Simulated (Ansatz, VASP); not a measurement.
Two plane-wave programs on Si2GeC3

File INCAR:

```
SYSTEM = Si2GeC3
PREC = Accurate
ENCUT = 520
EDIFF = 1E-6
ISMEAR = 0
SIGMA = 0.1
LREAL = .FALSE.
LASPH = .TRUE.
NELM = 100
ALGO = Normal
ISIF = 2
LWAVE = .FALSE.
LCHARG = .FALSE.
GGA = PE
NBANDS = 26
```

Contents of KPOINTS:

```
regular mesh
0
G
  6 6 2
  0 0 0
```

POSCAR

```
Si2GeC3
1.0
    4.4923661700      0.0000000000      0.0000000000
   -2.2461830800      3.8905032200      0.0000000000
    0.0000000000      0.0000000000      9.0219018300
Si Ge C
2 1 3
Direct
    0.3333333300      0.6666666700      0.5000000000
    0.6666666700      0.3333333300      0.5000000000
    0.0000000000      0.0000000000      0.5000000000
    0.3333333300      0.6666666700      0.0000000000
    0.6666666700      0.3333333300      0.0000000000
    0.0000000000      0.0000000000      0.0000000000
```

Input for Ansatz:

```yaml
crystal:
  lattice:
    - [4.49236617, 0.0, 0.0]
    - [-2.24618308, 3.89050322, 0.0]
    - [0.0, 0.0, 9.02190183]
  atoms:
    - { symbol: Si, position: [0.33333333, 0.66666667, 0.5] }
    - { symbol: Si, position: [0.66666667, 0.33333333, 0.5] }
    - { symbol: Ge, position: [0.0, 0.0, 0.5] }
    - { symbol: C, position: [0.33333333, 0.66666667, 0.0] }
    - { symbol: C, position: [0.66666667, 0.33333333, 0.0] }
    - { symbol: C, position: [0.0, 0.0, 0.0] }
basis:
  ecutwfc: 420
kpoints:
  mp_grid: { grid: [6, 6, 2] }
hamiltonian:
  xc: pbe
scf:
  occupations: { method: gaussian, width: 0.1 }
  lower_state_search: "off"
output:
  forces: true
  stress: true
  eigenvalues: true
```

Alike in both runs: task single point; functional PBE; k mesh 6 × 6 × 2; occupations gaussian, width 0.1 eV; no spin polarisation.

|  | VASP | Ansatz |
| --- | --- | --- |
| version | VASP 6.6.1 | Ansatz 0.2.0 |
| potentials or method | VASP PAW PBE potentials, release 64 (Si, Ge_d, C) | scalar-relativistic, plane waves, PAW |
| plane-wave cutoff (eV) | 520 | 420 |
| valence electrons in the cell | 34 | 34 |

Ansatz gave:

| Quantity | Value |
| --- | --- |
| gap on the k mesh at the Fermi level (eV) | none |
| pressure (GPa) | -8.2 |
| largest component of the traceless stress (GPa) | 7.23 |

Q: Which values does VASP return?

A: gap on the k mesh at the Fermi level (eV): none; pressure (GPa): -8.2; largest component of the traceless stress (GPa): 7.21.

A gap of «none» marks a metal or a gap that the smearing closes. The functional is the same, so the differences come from potentials, cutoffs and numerics.

Caveats: this functional lacks dispersion, which binds the layers, so the pressure and a relaxed spacing across them are unreliable.
